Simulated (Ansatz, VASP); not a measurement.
**Two plane-wave programs on MoI**

```
Mo I
1.0
     0.00000    3.17885    3.17885
     3.17885    0.00000    3.17885
     3.17885    3.17885    0.00000
Mo I
1 1
Cartesian
  0.0000 0.0000 0.0000
  4.7683 4.7683 4.7683
```

The cell was built by a generator and needn't be a form met in nature.

Alike in both runs: task band structure; functional LDA; k mesh 5 × 5 × 5; occupations fermi-dirac, width 0.05 eV; spin-orbit coupling, no magnetisation.

|  | VASP | Ansatz |
| --- | --- | --- |
| version | VASP 6.6.1 | Ansatz 0.2.0 |
| potentials or method | VASP PAW LDA potentials, release 64 (Mo_sv, I) | Ansatz PAW |
| plane-wave cutoff (eV) | 520 | 420 |
| valence electrons in the cell | 21 | 31 |

|  | VASP | Ansatz | Ansatz less VASP |
| --- | --- | --- | --- |
| gap on the k mesh at the Fermi level (eV) | none | none | - |
| pressure (GPa) | -11.3 | -11.3 | -0.03 |

A gap of «none» marks a metal or a gap that the smearing closes. The two sets of potentials don't hold the same shells in valence.

Caveats: the PAW data sets come from PBE, with cores solved anew for the run's functional, which leaves a small shift of forces and pressure (Ansatz).
